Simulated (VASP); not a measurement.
Given:

```
CELL_PARAMETERS angstrom
      9.93857    -2.06720     0.04136
      9.93857     2.06720     0.04136
      9.49382     0.00000     3.59413
ATOMIC_POSITIONS crystal
  Bi 0.39817 0.39817 0.39817
  Bi 0.60183 0.60183 0.60183
  Se 0.00000 0.00000 0.00000
  Se 0.21576 0.21576 0.21576
  Se 0.78424 0.78424 0.78424
```

Computed with AM05 GGA, VASP's PBE PAW potentials (set 64) (plane waves; VASP). Settings: 520 eV cut-off, 7×7×7 Γ-centred mesh, tetrahedra with Blöchl corrections, potentials Bi_d Se.

Without a dispersion term in the relaxation, distances and binding between the weakly bound layers, chains or molecules are unreliable, and so is what depends on them.

The job: Bi2Se3 (tetradymite), 5 atoms, AM05, static run, 520 eV, 7×7×7 Γ-centred mesh. Roughly how much core time does it take on a busy server core?

About 20 core-minutes (one run on a shared machine, a rough figure). It had 44 irreducible k-points, 28 bands, up to 3976 plane waves and 16 electronic steps.

The compound is Bi2Se3 in the tetradymite structure. It was relaxed first.
